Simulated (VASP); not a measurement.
Output of a VASP run:

File OUTCAR:
```
 ion  position               nearest neighbor table
   1  0.000  0.000  0.000-   2 2.67   2 2.67   2 2.67   2 2.67
   2  0.250  0.250  0.250-   1 2.67   1 2.67   1 2.67   1 2.67
  LATTYP: Found a face centered cubic cell.
 ALAT       =     6.1565598162
 Subroutine PRICEL returns:
 Original cell was already a primitive cell.
 Subroutine GETGRP returns: Found 24 space group operations
The static configuration has the point symmetry T_d .
The dynamic configuration has the point symmetry T_d .
 Subroutine INISYM returns: Found 24 space group operations
 Subroutine IBZKPT returns following result:
 Found     20 irreducible k-points:

 Following reciprocal coordinates:
            Coordinates               Weight
  0.000000  0.000000  0.000000      1.000000
  0.142857  0.000000  0.000000      8.000000
  0.285714  0.000000  0.000000      8.000000
  0.428571  0.000000  0.000000      8.000000
  0.142857  0.142857  0.000000      6.000000
  0.285714  0.142857  0.000000     24.000000
  0.428571  0.142857  0.000000     24.000000
 -0.428571  0.142857  0.000000     24.000000
 -0.285714  0.142857  0.000000     24.000000
 -0.142857  0.142857  0.000000     12.000000
  0.285714  0.285714  0.000000      6.000000
  0.428571  0.285714  0.000000     24.000000
 -0.428571  0.285714  0.000000     24.000000
 -0.285714  0.285714  0.000000     12.000000
  0.428571  0.428571  0.000000      6.000000
 -0.428571  0.428571  0.000000     12.000000
  0.428571  0.285714  0.142857     24.000000
 -0.428571  0.285714  0.142857     48.000000
 -0.428571  0.428571  0.142857     24.000000
 -0.285714  0.428571  0.142857     24.000000
   k-points           NKPTS =     20   k-points in BZ     NKDIM =     20   number of bands    NBANDS=     13
   number of dos      NEDOS =    301   number of ions     NIONS =      2
   total plane-waves  NPLWV =  32768
   dimension x,y,z NGX =    32 NGY =   32 NGZ =   32
   dimension x,y,z NGXF=    64 NGYF=   64 NGZF=   64
   ions per type =               1   1
   PREC   = accura    normal or accurate (medium, high low for compatibility)
   ISTART =      0    job   : 0-new  1-cont  2-samecut
   ICHARG =      2    charge: 1-file 2-atom 10-const
   ISPIN  =      1    spin polarized calculation?
   LNONCOLLINEAR =      F non collinear calculations
   LSORBIT =      F    spin-orbit coupling
   INIWAV =      1    electr: 0-lowe 1-rand  2-diag
   ENCUT  =  520.0 eV  38.22 Ry    6.18 a.u.   8.09  8.09  8.09*2*pi/ulx,y,z
   NELM   =    100;   NELMIN=  2; NELMDL= -5     # of ELM steps
   EDIFF  = 0.1E-05   stopping-criterion for ELM
   LREAL  =      F    real-space projection
   NLSPLINE    = F    spline interpolate recip. space projectors
   LMAXMIX     =    4 max onsite mixed and CHGCAR
   VOSKOWN=      0    Vosko Wilk Nusair interpolation
   EDIFFG = -.1E-01   stopping-criterion for IOM
   NSW    =     60    number of steps for IOM
   NBLOCK =      1;   KBLOCK =     60    inner block; outer block
   IBRION =      2    ionic relax: 0-MD 1-quasi-New 2-CG
   NFREE  =      1    steps in history (QN), initial steepest desc. (CG)
   ISIF   =      3    stress and relaxation
   ISYM   =      2    0-nonsym 1-usesym 2-fastsym
   TEIN   =    0.0    initial temperature
   TEBEG  =    0.0;   TEEND  =   0.0 temperature during run
   SMASS  =  -3.00    Nose mass-parameter (am)
   PSTRESS=    0.0 pullay stress
   NELECT =      18.0000    total number of electrons
   EFERMI =   0.00;   METHOD = LEGACY
   ISMEAR =     0;   SIGMA  =   0.05  broadening in eV -4-tet -1-fermi 0-gaus
   IALGO  =     38    algorithm
   LDIAG  =      T    sub-space diagonalisation (order eigenvalues)
   IMIX   =      4    mixing-type and parameters
     AMIX     =   0.40;   BMIX     =  1.00
     AMIX_MAG =   1.60;   BMIX_MAG =  1.00
     AMIN     =   0.10
   METAGGA = RTPSS    functional components
   VOSKOWN =     0    Vosko Wilk Nusair interpolation
   LHFCALC =     F    Hartree Fock is set to
   LHFONE  =     F    Hartree Fock one center treatment
...
```

OSZICAR:
```
       N       E                     dE             d eps       ncg     rms          rms(c)
DAV:   1     0.129433618536E+03    0.12943E+03   -0.91420E+03   528   0.126E+03
DAV:   2     0.183507523608E+02   -0.11108E+03   -0.10674E+03   575   0.303E+02
DAV:   3     0.135423439564E+02   -0.48084E+01   -0.47820E+01   630   0.666E+01
DAV:   4     0.135149922659E+02   -0.27352E-01   -0.27345E-01   545   0.492E+00
DAV:   5     0.135148248004E+02   -0.16747E-03   -0.16746E-03   645   0.365E-01    0.660E+00
DAV:   6     0.190434001729E+02    0.55286E+01   -0.55609E+00   520   0.358E+01    0.585E+00
DAV:   7     0.186109217040E+02   -0.43248E+00   -0.33940E-01   520   0.628E+00    0.386E+00
DAV:   8     0.189398531289E+02    0.32893E+00   -0.10513E+00   525   0.114E+01    0.984E-01
DAV:   9     0.185970216621E+02   -0.34283E+00   -0.68180E-01   520   0.977E+00    0.568E-01
DAV:  10    -0.802294266671E+04   -0.80415E+04   -0.79093E+04   759   0.445E+04    0.698E+02
DAV:  11     0.216067769380E+02    0.80445E+04   -0.25927E+03   616   0.187E+02    0.225E+00
DAV:  12     0.187489322643E+02   -0.28578E+01   -0.19847E+01   641   0.986E+00    0.145E+00
DAV:  13     0.186001924404E+02   -0.14874E+00   -0.13704E+00   540   0.545E+00    0.931E-01
DAV:  14     0.186063640964E+02    0.61717E-02   -0.90502E-03   565   0.674E-01    0.741E-01
DAV:  15     0.186075625179E+02    0.11984E-02   -0.38889E-03   575   0.483E-01    0.631E-01
DAV:  16     0.186075342632E+02   -0.28255E-04   -0.53785E-04   570   0.169E-01    0.594E-01
DAV:  17     0.186068096786E+02   -0.72458E-03   -0.44658E-03   540   0.533E-01    0.712E-01
DAV:  18     0.186084922759E+02    0.16826E-02   -0.20802E-02   545   0.103E+00    0.556E-01
DAV:  19     0.186086786432E+02    0.18637E-03   -0.12172E-03   550   0.378E-01    0.605E-01
DAV:  20     0.186083386672E+02   -0.33998E-03   -0.23638E-04   520   0.135E-01    0.611E-01
DAV:  21     0.186083924493E+02    0.53782E-04   -0.21586E-04   560   0.129E-01    0.622E-01
DAV:  22     0.186083459604E+02   -0.46489E-04   -0.24389E-05   520   0.557E-02    0.610E-01
DAV:  23     0.186083353704E+02   -0.10590E-04   -0.27097E-06   565   0.186E-02    0.607E-01
DAV:  24     0.186083283387E+02   -0.70316E-05   -0.34968E-06   530   0.162E-02    0.603E-01
DAV:  25     0.186083280379E+02   -0.30080E-06   -0.47895E-07   355   0.865E-03
   1 F= 0.18608328E+02 E0= 0.18608328E+02  d E =0.186083E+02
```

OUTCAR:
```
------------------------ aborting loop because EDIFF is reached ----------------------------------------
  FORCE on cell =-STRESS in cart. coord.  units (eV):
  Direction    XX          YY          ZZ          XY          YZ          ZX
  --------------------------------------------------------------------------------------
  Total        0.0100606      0.0100606      0.0100606      0.0000000      0.0000000      0.0000000
  in kB        0.2763005      0.2763005      0.2763005      0.0000000      0.0000000      0.0000000
  external PRESSURE =       0.2763005 kB  Pullay stress =       0.0000000 kB
  volume of cell :       58.34
      direct lattice vectors                 reciprocal lattice vectors
     0.000000000  3.078279908  3.078279908    -0.162428374  0.162428374  0.162428374
     3.078279908  0.000000000  3.078279908     0.162428374 -0.162428374  0.162428374
     3.078279908  3.078279908  0.000000000     0.162428374  0.162428374 -0.162428374
  FREE ENERGIE OF THE ION-ELECTRON SYSTEM (eV)
  ---------------------------------------------------
  free  energy   TOTEN  =        18.6083280379 eV

  energy  without entropy=       18.6083280379  energy(sigma->0) =       18.60832804

 reached required accuracy - stopping structural energy minimisation
```
(Selected blocks of OUTCAR.)

POSCAR:
```
CdSe
1
   -0.0000000000     3.0782799081     3.0782799081
    3.0782799081     0.0000000000     3.0782799081
    3.0782799081     3.0782799081     0.0000000000
Cd Se
1 1
Direct
  0.0000000000   0.0000000000   0.0000000000
  0.2500000000   0.2500000000   0.2500000000
```

Task: Write an INCAR and KPOINTS that could have produced this output.

Result: One answer among several that fit: the input of the run itself, revTPSS meta-GGA, plane waves, VASP's PBE PAW potentials (set 64).

### KPOINTS
```
Automatic mesh
0
Gamma
7 7 7
0 0 0
```

### INCAR
```
SYSTEM = CdSe
PREC = Accurate
ENCUT = 520
EDIFF = 1E-6
NELM = 100
ALGO = Normal
LREAL = .FALSE.
LASPH = .TRUE.
ISMEAR = 0
SIGMA = 0.05
METAGGA = RTPSS
LMIXTAU = .TRUE.
LMAXMIX = 4
LWAVE = .FALSE.
LCHARG = .FALSE.
IBRION = 2
ISIF = 3
NSW = 60
EDIFFG = -0.01
```

POTCAR, in this order: Cd Se (PBE.64 set). Program: vasp_std.

The compound is CdSe in the zinc blende structure, whereas wurtzite is the usual form. It was relaxed first, which changed the volume by +5 %. The start is the result of an earlier pass.
